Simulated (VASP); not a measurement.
Input:

```
CELL_PARAMETERS angstrom
      0.00000     2.05057     2.05057
      2.05057     0.00000     2.05057
      2.05057     2.05057     0.00000
ATOMIC_POSITIONS crystal
  Ag 0.00000 0.00000 0.00000
```

Calculation: r2SCAN meta-GGA, VASP's PBE PAW potentials (set 64) (plane waves; VASP). Numerical set-up: 480 eV cut-off, 14×14×14 Γ-centred mesh, first-order Methfessel-Paxton smearing of 0.10 eV, potentials Ag.

Stress in GPa, positive for a compressed cell; the cube axes lie along x, y and z, and the ions stay on their sites.

```tsv
strain	σxx	σyy	σzz
none	0.43	0.43	0.43
εxx = +2.0 %	-1.84	-1.28	-1.28
εxx = +1.5 %, εzz = +1.5 %	-2.48	-2.20	-2.48
εxx = +1.0 %	-0.66	-0.49	-0.49
```

Task: Fit C11 and C12 to these rows, and predict the stress for εxx = -4.0 %, εyy = -4.0 %.

Result: Least squares on Δσ_i = −C11 ε_i − C12 (ε_j + ε_k) over all components shown gives C11 = 110 GPa and C12 = 87 GPa, and so σxx, σyy, σzz = 8.30, 8.30, 7.36 GPa. The run gave 12.11, 12.11, 9.88 GPa; the difference holds the non-linear terms and numerical noise.

Left out are shears, moved atoms, failed runs and, from the fit, strains over 2.5 %.

The compound is Ag in the fcc structure.
